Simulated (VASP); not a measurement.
Runs of VASP 6.6.1 on TaN. It takes space group Fm-3m (No. 225, cubic). The conventional cell has a = 4.380 Å, b = 4.380 Å, c = 4.380 Å, α = 90.00°, β = 90.00°, γ = 90.00°. Ta (site symmetry m-3m) has 6 N at 2.19 Å as nearest neighbours. Around N (site symmetry m-3m) lie 6 Ta at 2.19 Å. The cell comes from a database or a generator and needn't be the stable form of this composition.

```tsv
level	potentials or basis	k mesh	cutoff (eV)	smearing	gap on the mesh (eV)	pressure (GPa)
PBEsol	VASP PAW PBE potentials, release 64 (Ta_pv, N)	16 × 16 × 16	520	gaussian 0.5 eV	none	(a)
PBEsol	VASP PAW PBE potentials, release 64 (Ta_pv, N_h)	16 × 16 × 16	900	gaussian 0.1 eV	none	-0.1
PBEsol	VASP PAW PBE potentials, release 64 (Ta_pv, N)	16 × 16 × 16	700	gaussian 0.1 eV	none	0.0
PBEsol	VASP PAW PBE potentials, release 64 (Ta_pv, N)	24 × 24 × 24	520	gaussian 0.1 eV	none	0.0
r2SCAN	VASP PAW PBE potentials, release 64 (Ta_pv, N)	16 × 16 × 16	520	gaussian 0.1 eV	none	6.2
```

Alike in all rows: task single point; no spin polarisation; cell as given.

Estimate the missing entries.

(a) 0.5.

Caveats: the PAW data sets were made with another functional, which shifts forces and pressure a little; the cutoff is under 1.25 times the usual one of these potentials, so pressure, stress and relaxed cells hold a basis-set (Pulay) error (some runs).

A k mesh can miss the band edges, and the runs leave out spin-orbit coupling on Ta.

A gap of «none» marks a metal or a gap under the smearing width.
